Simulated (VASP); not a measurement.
Output of a VASP run:

OUTCAR:
```
 ion  position               nearest neighbor table
   1  0.000  0.000  0.000-
  LATTYP: Found a body centered orthorhombic cell.
 ALAT       =     3.4924072314
 B/A-ratio  =     1.0202020202
 C/A-ratio  =     1.4284985479
 Subroutine PRICEL returns:
 Original cell was already a primitive cell.
 Subroutine GETGRP returns: Found  8 space group operations
The static configuration has the point symmetry D_2h.
The dynamic configuration has the point symmetry D_2h.
 Subroutine INISYM returns: Found  8 space group operations
 Subroutine IBZKPT returns following result:
 Found    280 irreducible k-points:

 Following reciprocal coordinates:
            Coordinates               Weight
  0.000000  0.000000  0.000000      1.000000
  0.083333 -0.000000  0.000000      4.000000
  0.166667  0.000000 -0.000000      4.000000
  0.250000  0.000000  0.000000      4.000000
  0.333333  0.000000  0.000000      4.000000
  0.416667 -0.000000 -0.000000      4.000000
  0.500000  0.000000  0.000000      2.000000
  0.000000  0.083333  0.000000      4.000000
  0.083333  0.083333 -0.000000      4.000000
  0.166667  0.083333 -0.000000      8.000000
  0.250000  0.083333  0.000000      8.000000
  0.333333  0.083333  0.000000      8.000000
  0.416667  0.083333  0.000000      8.000000
  0.500000  0.083333 -0.000000      8.000000
 -0.416667  0.083333  0.000000      8.000000
 -0.333333  0.083333 -0.000000      8.000000
 -0.250000  0.083333 -0.000000      8.000000
 -0.166667  0.083333 -0.000000      8.000000
 -0.083333  0.083333  0.000000      8.000000
  0.000000  0.166667 -0.000000      4.000000
  0.083333  0.166667  0.000000      8.000000
  0.166667  0.166667  0.000000      4.000000
  0.250000  0.166667 -0.000000      8.000000
  0.333333  0.166667 -0.000000      8.000000
  0.416667  0.166667  0.000000      8.000000
  0.500000  0.166667  0.000000      8.000000
 -0.416667  0.166667 -0.000000      8.000000
 -0.333333  0.166667 -0.000000      8.000000
 -0.250000  0.166667  0.000000      8.000000
 -0.166667  0.166667 -0.000000      8.000000
 -0.083333  0.166667  0.000000      8.000000
  0.000000  0.250000  0.000000      4.000000
  0.083333  0.250000 -0.000000      8.000000
  0.166667  0.250000 -0.000000      8.000000
  0.250000  0.250000  0.000000      4.000000
  0.333333  0.250000  0.000000      8.000000
  0.416667  0.250000 -0.000000      8.000000
  0.500000  0.250000  0.000000      8.000000
 -0.416667  0.250000  0.000000      8.000000
 -0.333333  0.250000 -0.000000      8.000000
   k-points           NKPTS =    280   k-points in BZ     NKDIM =    280   number of bands    NBANDS=     11
   number of dos      NEDOS =    301   number of ions     NIONS =      1
   total plane-waves  NPLWV =  21952
   dimension x,y,z NGX =    28 NGY =   28 NGZ =   28
   dimension x,y,z NGXF=    56 NGYF=   56 NGZF=   56
   ions per type =               1
   PREC   = accura    normal or accurate (medium, high low for compatibility)
   ISTART =      0    job   : 0-new  1-cont  2-samecut
   ICHARG =      2    charge: 1-file 2-atom 10-const
   ISPIN  =      1    spin polarized calculation?
   LNONCOLLINEAR =      F non collinear calculations
   LSORBIT =      F    spin-orbit coupling
   INIWAV =      1    electr: 0-lowe 1-rand  2-diag
   ENCUT  =  480.0 eV  35.28 Ry    5.94 a.u.   6.24  6.30  6.30*2*pi/ulx,y,z
   NELM   =    100;   NELMIN=  2; NELMDL= -5     # of ELM steps
   EDIFF  = 0.1E-06   stopping-criterion for ELM
   LREAL  =      F    real-space projection
   NLSPLINE    = F    spline interpolate recip. space projectors
   LMAXMIX     =    4 max onsite mixed and CHGCAR
   VOSKOWN=      0    Vosko Wilk Nusair interpolation
   EDIFFG = 0.1E-05   stopping-criterion for IOM
   NSW    =      0    number of steps for IOM
   NBLOCK =      1;   KBLOCK =      1    inner block; outer block
...
```

OSZICAR:
```
       N       E                     dE             d eps       ncg     rms          rms(c)
DAV:   1     0.478882515170E+02    0.47888E+02   -0.72004E+03  6199   0.142E+03
DAV:   2    -0.550459039797E+02   -0.10293E+03   -0.10111E+03  6328   0.325E+02
DAV:   3    -0.596147187712E+02   -0.45688E+01   -0.45363E+01  7270   0.809E+01
DAV:   4    -0.597269877044E+02   -0.11227E+00   -0.11222E+00  7439   0.139E+01
DAV:   5    -0.597320569064E+02   -0.50692E-02   -0.50690E-02  7758   0.263E+00    0.102E+00
DAV:   6    -0.561473191529E+02    0.35847E+01   -0.15503E+00  7153   0.296E+01    0.716E-01
DAV:   7    -0.562500637053E+02   -0.10274E+00   -0.79009E-02  7015   0.534E+00    0.359E-01
DAV:   8    -0.562308427164E+02    0.19221E-01   -0.79092E-02  6217   0.265E+00    0.111E-01
DAV:   9    -0.562624489059E+02   -0.31606E-01   -0.23893E-02  6358   0.225E+00    0.121E-01
DAV:  10    -0.562632935046E+02   -0.84460E-03   -0.75935E-04  7305   0.319E-01    0.113E-01
DAV:  11    -0.562652374258E+02   -0.19439E-02   -0.75623E-03  6340   0.123E+00    0.200E-02
DAV:  12    -0.562657005338E+02   -0.46311E-03   -0.66945E-04  6253   0.317E-01    0.293E-02
DAV:  13    -0.562653619624E+02    0.33857E-03   -0.43280E-04  6376   0.227E-01    0.143E-02
DAV:  14    -0.562657502600E+02   -0.38830E-03   -0.21492E-04  6322   0.178E-01    0.486E-03
DAV:  15    -0.562657844928E+02   -0.34233E-04   -0.10227E-04  6385   0.970E-02    0.384E-03
DAV:  16    -0.562657831057E+02    0.13871E-05   -0.26476E-06  7303   0.163E-02    0.256E-03
DAV:  17    -0.562657919004E+02   -0.87947E-05   -0.13328E-05  6250   0.329E-02    0.887E-04
DAV:  18    -0.562657927658E+02   -0.86541E-06   -0.19339E-06  6364   0.129E-02    0.311E-04
DAV:  19    -0.562657929241E+02   -0.15832E-06   -0.78025E-08  5260   0.356E-03    0.267E-04
DAV:  20    -0.562657930125E+02   -0.88338E-07   -0.15116E-08  3335   0.215E-03
   1 F= -.56265793E+02 E0= -.56265698E+02  d E =-.286191E-03
```

File OUTCAR:
```
------------------------ aborting loop because EDIFF is reached ----------------------------------------
  FORCE on cell =-STRESS in cart. coord.  units (eV):
  Direction    XX          YY          ZZ          XY          YZ          ZX
  --------------------------------------------------------------------------------------
  Total        0.0687363      0.0988221      0.0988221      0.0000000     -0.0769892      0.0000000
  in kB        3.5480217      5.1009875      5.1009875      0.0000000     -3.9740176      0.0000000
  external PRESSURE =       4.5833322 kB  Pullay stress =       0.0000000 kB
  volume of cell :       31.04
      direct lattice vectors                 reciprocal lattice vectors
     0.000000000  2.469504836  2.469504836    -0.200445042  0.202469739  0.202469739
     2.494449329 -0.024944493  2.494449329     0.200445042 -0.198460437  0.198460437
     2.494449329  2.494449329 -0.024944493     0.200445042  0.198460437 -0.198460437
 POSITION                                       TOTAL-FORCE (eV/Angst)
 -----------------------------------------------------------------------------------
      0.00000      0.00000      0.00000         0.000000     -0.000000      0.000000
 -----------------------------------------------------------------------------------
    total drift:                               -0.000000     -0.000000     -0.000000
  FREE ENERGIE OF THE ION-ELECTRON SYSTEM (eV)
  ---------------------------------------------------
  free  energy   TOTEN  =       -56.2657930125 eV

  energy  without entropy=      -56.2655068217  energy(sigma->0) =      -56.26569762
```
(Selected blocks of OUTCAR.)

POSCAR:
```
Pb
1
    0.0000000000     2.4695048360     2.4695048360
    2.4944493293    -0.0249444933     2.4944493293
    2.4944493293     2.4944493293    -0.0249444933
Pb
1
Direct
  0.0000000000   0.0000000000   0.0000000000
```

Question: Reconstruct the remaining input files.

Answer: One answer among several that fit: the input of the run itself, r2SCAN meta-GGA, plane waves, VASP's PBE PAW potentials (set 64).

INCAR:
```
ALGO=Normal
EDIFF=1E-7
ENCUT=480
ISIF=2
ISMEAR=1
LASPH=.TRUE.
LCHARG=.FALSE.
LMAXMIX=4
LMIXTAU=.TRUE.
LREAL=.FALSE.
LWAVE=.FALSE.
METAGGA=R2SCAN
NELM=100
PREC=Accurate
SIGMA=0.1
SYSTEM=Pb
```

KPOINTS:
```
Automatic mesh
0
gamma
  12 12 12
0 0 0
```

POTCAR, in this order: Pb_d (PBE.64 set). Program: vasp_std.

The compound is Pb in the fcc structure. This cell was strained or had an atom moved on purpose.
